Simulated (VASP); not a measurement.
Input:

```xyz
2
Lattice="-2.7152 2.7152 1.4723 2.7152 -2.7152 1.4723 2.7152 2.7152 -1.4723" Properties=species:S:1:pos:R:3 pbc="T T T"
Sn     2.7152     0.0000     0.7361
Sn     0.0000     0.0000     0.0000
```

All values below come from PBEsol GGA, VASP's PBE PAW potentials (set 64) (plane waves; VASP). Settings: 500 eV cut-off, 14×14×14 Γ-centred mesh, first-order Methfessel-Paxton smearing of 0.10 eV, potentials Sn_d.

Energy and stress use the plane-wave basis of the starting cell.

Task: The ions, cell shape and volume at an external pressure of 30.0 GPa are relaxed. Predict the relaxed structure.

Result: 
```xyz
2
Lattice="-2.6572 2.6572 1.4442 2.6572 -2.6572 1.4442 2.6572 2.6572 -1.4442" Properties=species:S:1:pos:R:3 pbc="T T T"
Sn     2.6572     0.0000     0.7221
Sn     2.6572    -2.6572     1.4442
```
Space group I4_1/amd (141), at a tolerance of 0.03 Å.

Task: How do energy and volume change from the first to the last step?

Result: The energy (σ→0) changes by +203.2 meV/atom and the volume by -6.1 %, in 8 ionic steps.

The compound is Sn in the beta structure. This run relaxes it under an external pressure of 30 GPa. Symmetry was kept, so distortions that lower it aren't found.
